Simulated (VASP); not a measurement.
Consider the following.

```
CELL_PARAMETERS angstrom
      4.98193     0.00000    -0.00097
      0.00000     4.56399     0.00000
     -0.02448     0.00000     8.53043
ATOMIC_POSITIONS crystal
  Ba 0.24556 0.24244 0.33854
  Ba 0.75444 0.74244 0.66146
  Ga 0.74317 0.83006 0.14215
  Ga 0.25683 0.33006 0.85785
  H  0.74413 0.17738 0.15635
  H  0.25587 0.67738 0.84365
  H  0.99043 0.72692 0.24788
  H  0.00957 0.22692 0.75212
  H  0.47648 0.72790 0.22860
  H  0.52352 0.22790 0.77140
  H  0.76090 0.70500 0.97250
  H  0.23910 0.20500 0.02750
  H  0.74641 0.23878 0.48264
  H  0.25359 0.73878 0.51736
```

Calculation: r2SCAN meta-GGA, VASP's PBE PAW potentials (set 64) (plane waves; VASP). Settings: LREAL = Auto, 400 eV cut-off, 5×6×3 Γ-centred mesh, tetrahedra with Blöchl corrections, potentials Ba_sv Ga_d H.

Unless said otherwise, spin-orbit coupling is left out, though it shifts the bands of the heavy elements here.

### Question
Give the energies of bands 22 to 35 at the high-symmetry points, in eV from the valence-band maximum.

### Answer

```csv
band,Γ,Z,D,B,A,E,C2,Y2
22,-2.00,-2.96,-3.03,-2.46,-3.23,-2.81,-2.79,-3.16
23,-1.97,-1.80,-1.81,-1.71,-1.97,-2.15,-2.12,-1.95
24,-1.59,-1.80,-1.81,-1.65,-1.82,-2.15,-2.12,-1.80
25,-1.36,-1.73,-1.73,-1.51,-1.03,-2.08,-1.99,-1.07
26,-1.03,-1.73,-1.73,-1.30,-1.00,-2.08,-1.99,-1.05
27,-0.59,-0.55,-0.56,-0.40,-0.36,-0.49,-0.51,-0.31
28,-0.32,-0.55,-0.56,0.00,-0.23,-0.49,-0.51,-0.17
29,3.68,4.51,4.46,3.95,4.14,5.08,4.00,4.27
30,4.31,4.51,4.46,4.64,4.17,5.08,4.00,4.28
31,4.36,4.70,5.09,5.12,5.09,5.65,6.35,4.46
32,4.41,4.70,5.09,5.25,5.20,5.65,6.35,4.50
33,5.53,5.25,6.26,5.29,6.08,6.48,6.73,5.45
34,5.68,5.25,6.26,5.48,6.14,6.48,6.73,5.49
35,5.82,7.09,6.32,5.67,6.47,6.83,7.56,6.32
```

The gap is indirect, 3.58 eV, from the valence maximum at B to the conduction minimum at (0.00, 0.17, 0.00).

The structure comes from a computed database's BaGaH5 entry (P2_1); how it stands against other phases isn't given here. It was relaxed first.
